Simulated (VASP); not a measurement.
```
CELL_PARAMETERS angstrom
      1.32655    -2.29766     0.00000
      1.32655     2.29766     0.00000
      0.00000     0.00000     4.65219
ATOMIC_POSITIONS crystal
  Zn 0.33333 0.66667 0.25000
  Zn 0.66667 0.33333 0.75000
```

Level of theory: PBE GGA with D3 dispersion (Becke-Johnson damping), VASP's PBE PAW potentials (set 64) (plane waves; VASP 6.6.1). Numerical set-up: 520 eV cut-off, Gaussian smearing of 0.050 eV, potentials Zn.

### Question
What does the run give for the band gap (along the path) with the smallest direct gap where there is one?

### Answer

The band gap (along the path) is none (metal, semimetal or under 0.01 eV).

Total energies compare only between runs with the same potentials, cut-off and functional.

The compound is Zn in the hcp structure. It was relaxed first, which changed the volume by -7 %.
